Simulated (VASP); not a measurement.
OSZICAR of a VASP run on TiO₂ (anatase):

File OSZICAR:
```
       N       E                     dE             d eps       ncg     rms          rms(c)
DAV:   1     0.697355592275E+03    0.69736E+03   -0.25192E+04  3304   0.197E+03
DAV:   2     0.579826541328E+02   -0.63937E+03   -0.61832E+03  3732   0.571E+02
DAV:   3    -0.567182012699E+02   -0.11470E+03   -0.11191E+03  4944   0.216E+02
DAV:   4    -0.619163921407E+02   -0.51982E+01   -0.51940E+01  4580   0.493E+01
DAV:   5    -0.621575491166E+02   -0.24116E+00   -0.24110E+00  4652   0.821E+00    0.320E+01
DAV:   6    -0.425778273434E+02    0.19580E+02   -0.15635E+02  4256   0.107E+02    0.140E+01
DAV:   7    -0.416463984608E+02    0.93143E+00   -0.29537E+01  4308   0.415E+01    0.784E+00
DAV:   8    -0.412284341588E+02    0.41796E+00   -0.26762E+00  4380   0.142E+01    0.332E+00
DAV:   9    -0.412655810873E+02   -0.37147E-01   -0.52835E-01  4964   0.489E+00    0.175E+00
DAV:  10    -0.412578576045E+02    0.77235E-02   -0.40356E-01  4584   0.567E+00    0.780E-01
DAV:  11    -0.412484879113E+02    0.93697E-02   -0.55001E-02  4528   0.183E+00    0.668E-02
DAV:  12    -0.412485873297E+02   -0.99418E-04   -0.11961E-03  4256   0.271E-01    0.240E-02
DAV:  13    -0.412485649369E+02    0.22393E-04   -0.77114E-05  5000   0.808E-02    0.134E-02
DAV:  14    -0.412485607260E+02    0.42108E-05   -0.38350E-05  4628   0.439E-02    0.634E-03
DAV:  15    -0.412485601725E+02    0.55359E-06   -0.55128E-06  4152   0.154E-02    0.137E-03
DAV:  16    -0.412485600957E+02    0.76792E-07   -0.60411E-07  3740   0.638E-03
   1 F= -.41248560E+02 E0= -.41248560E+02  d E =-.412486E+02
       N       E                     dE             d eps       ncg     rms          rms(c)
DAV:   1    -0.412485834894E+02   -0.23317E-04   -0.21568E-02  3480   0.908E-01    0.183E-02
DAV:   2    -0.412486144623E+02   -0.30973E-04   -0.36953E-04  3760   0.131E-01    0.155E-02
DAV:   3    -0.412486118412E+02    0.26211E-05   -0.12498E-05  4648   0.229E-02    0.103E-02
DAV:   4    -0.412486093656E+02    0.24756E-05   -0.88666E-06  3760   0.246E-02    0.167E-03
DAV:   5    -0.412486094933E+02   -0.12767E-06   -0.19119E-06  3608   0.104E-02    0.112E-03
DAV:   6    -0.412486094885E+02    0.48303E-08   -0.52375E-08  2148   0.204E-03
   2 F= -.41248609E+02 E0= -.41248609E+02  d E =-.493928E-04
```

Problem. Which electronic solver shows in the log?

Solution. It is blocked Davidson (ALGO = Normal, or the opening steps of other solvers). The INCAR had ALGO = Normal.

Problem. Can the final energy be trusted as converged?

Solution. The calculation finished and met its thresholds. It stopped with EDIFF = 1E-7, NELM = 100, NSW = 30 and EDIFFG = -0.01 after 2 ionic steps (vdW-DF2, plane waves, VASP's PBE PAW potentials (set 64)).

The compound is TiO2 in the anatase structure, one of several forms; rutile is the usual stable one. This run relaxes it. Symmetry was kept, so distortions that lower it aren't found.
